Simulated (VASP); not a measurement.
A convergence study with VASP on Tb (space group no. 194 when undisturbed): a few settings are varied, all else stays as given below, so the limit is that of these other settings. One atom is moved off its site, so that forces are finite.

```
CELL_PARAMETERS angstrom
      1.79460    -3.10834     0.00000
      1.79460     3.10834     0.00000
      0.00000     0.00000     5.67293
ATOMIC_POSITIONS crystal
  Tb 0.33333 0.66667 0.25881
  Tb 0.66667 0.33333 0.75000
```
Starting moments (μB, in the order of the record's atoms Tb Tb): 6.0 6.0.

Calculation: PBEsol GGA, VASP's PBE PAW potentials (set 64) (plane waves; VASP 6.6.1). The last row used: 300 eV cut-off, 11×11×6 Γ-centred mesh shifted by (0.5, 0.5, 0.5), Gaussian smearing of 0.10 eV, potentials Tb.

| setting | E (eV/atom) | pressure (GPa) | largest force (eV/Å) | moment (μB) | irreducible k-points |
|---|---|---|---|---|---|
| 2×2×2 mesh | -9.5264 | 0.69 | 0.137 | 12.679 | 3 |
| 3×3×2 mesh | -9.7479 | -1.70 | 0.169 | 11.833 | 6 |
| 4×4×2 mesh | -9.7484 | -1.99 | 0.152 | 12.127 | 10 |
| 4×4×3 mesh | -9.7604 | -3.39 | 0.179 | 11.463 | 16 |
| 5×5×3 mesh | -9.7578 | -1.67 | 0.173 | 11.736 | 24 |
| 6×6×3 mesh | -9.7535 | -0.99 | 0.167 | 11.696 | 33 |
| 6×6×4 mesh | -9.7573 | -2.04 | 0.143 | 11.984 | 42 |
| 7×7×4 mesh | -9.7598 | -2.37 | 0.151 | 12.001 | 56 |
| 8×8×4 mesh | -9.7608 | -2.94 | 0.147 | 12.011 | 72 |
| 8×8×5 mesh | -9.7601 | -2.41 | 0.163 | 11.770 | 92 |
| 9×9×5 mesh | -9.7596 | -2.63 | 0.160 | 11.807 | 115 |
| 10×10×6 mesh | -9.7576 | -2.58 | 0.147 | 11.915 | 165 |
| 11×11×6 mesh | -9.7578 | -2.33 | 0.148 | 11.919 | 198 |

Left out are rungs that failed or repeat a setting and relaxations that didn't move; long series are thinned to 24 rows.

The structure is a typed Tb crystal (space group no. 194). The cell was not relaxed at this level, it is distorted from the ideal structure. The spin order is the one that the start imposed; others were not tried in this run.
